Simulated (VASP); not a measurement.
Method: r2SCAN+rVV10, VASP's PBE PAW potentials (set 64) (plane waves; VASP 6.6.1).

A VASP calculation is set up with these files.

### KPOINTS
```
Automatic mesh
0
Gamma
10 10 10
0 0 0
```

File KPOINTS_OPT:
```
k-points along high-symmetry lines
10
Line-mode
Reciprocal
  0.000000   0.000000   0.000000 ! GAMMA
  0.500000   0.000000   0.500000 ! X

  0.500000   0.000000   0.500000 ! X
  0.625000   0.250000   0.625000 ! U

  0.375000   0.375000   0.750000 ! K
  0.000000   0.000000   0.000000 ! GAMMA

  0.000000   0.000000   0.000000 ! GAMMA
  0.500000   0.500000   0.500000 ! L

  0.500000   0.500000   0.500000 ! L
  0.500000   0.250000   0.750000 ! W

  0.500000   0.250000   0.750000 ! W
  0.500000   0.000000   0.500000 ! X
```

**POSCAR**
```
YN
1
    0.0000000000     2.4433125724     2.4433125724
    2.4433125724     0.0000000000     2.4433125724
    2.4433125724     2.4433125724     0.0000000000
Y N
1 1
Direct
  0.0000000000   0.0000000000   0.0000000000
  0.5000000000   0.5000000000   0.5000000000
```

INCAR:
```
# general
SYSTEM    =  YN
PREC      =  Accurate
ENCUT     =  520   # plane-wave cut-off (eV)
LREAL     =  .False.   # projection in real space or not
LASPH     =  .True.   # aspherical one-centre terms

# electronic loop
EDIFF     =  1E-7   # SCF stop (eV)
NELM      =  100   # most electronic steps
ALGO      =  Normal
LMAXMIX   =  4
LMIXTAU   =  .True.

# smearing
ISMEAR    =  -5

# functional
METAGGA   =  R2SCAN
LUSE_VDW  =  .True.
BPARAM    =  11.95
CPARAM    =  0.0093

# ions
ISIF      =  2

# output
LWAVE     =  .False.
LCHARG    =  .False.
LORBIT    =  11   # lm-projected
NEDOS     =  601   # DOS grid
```

POTCAR, in this order: Y_sv N (PBE.64 set). Program: vasp_std.

Predict the energy per atom (σ→0), band gap (over mesh and band path).

```yaml
energy per atom (σ→0): -1598.9 kJ/mol of atoms
band gap (over mesh and band path): 0.56 eV
```

File OSZICAR:
```
...
DAV:  19    -0.331425054885E+02   -0.65448E-05   -0.70811E-07  1336   0.685E-03    0.458E-03
DAV:  20    -0.331425023714E+02    0.31171E-05   -0.36603E-07  1376   0.628E-03    0.731E-04
DAV:  21    -0.331425029499E+02   -0.57851E-06   -0.28715E-08   600   0.199E-03    0.449E-04
DAV:  22    -0.331425024770E+02    0.47292E-06   -0.88995E-09   588   0.934E-04    0.374E-04
DAV:  23    -0.331425024072E+02    0.69756E-07   -0.18495E-09   576   0.365E-04
   1 F= -.33142502E+02 E0= -.33142502E+02  d E =0.000000E+00
       N       E                     dE             ncg
       N       E                     dE             ncg
```

The compound is YN in the rock salt structure. It was relaxed first.
